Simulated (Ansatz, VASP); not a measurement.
**ZrB3As4 in VASP and in Ansatz**

```xyz
8
Lattice="-3.1123 3.1123 3.1123 3.1123 -3.1123 3.1123 3.1123 3.1123 -3.1123" Properties=species:S:1:pos:R:3 pbc="T T T"
Zr    0.0000    0.0000    0.0000
B     3.1123    0.0000    0.0000
B     0.0000    3.1123    0.0000
B     0.0000    0.0000    3.1123
As    1.5562    1.5562    1.5562
As    1.5562    1.5562   -1.5562
As    1.5562   -1.5562    1.5562
As   -1.5562    1.5562    1.5562
```

Alike in both runs: functional PBE; k mesh 8 × 8 × 8; occupations gaussian, width 0.1 eV; no spin polarisation.

Ansatz relaxed the structure, and its values are those at the end. VASP's run is a single point on that final structure, the one shown.

```csv
,VASP,Ansatz
version,VASP 6.6.1,Ansatz 0.2.0
potentials or method,"VASP PAW PBE potentials, release 64 (Zr_sv, B, As)","scalar-relativistic, plane waves, PAW"
plane-wave cutoff (eV),520,420
valence electrons in the cell,41,81
```

|  | VASP | Ansatz | Ansatz less VASP |
| --- | --- | --- | --- |
| gap on the k mesh at the Fermi level (eV) | none | none | - |
| pressure (GPa) | 0.1 | 0.0 | -0.12 |

A gap of «none» marks a metal or a gap that the smearing closes. The two sets of potentials don't hold the same shells in valence.
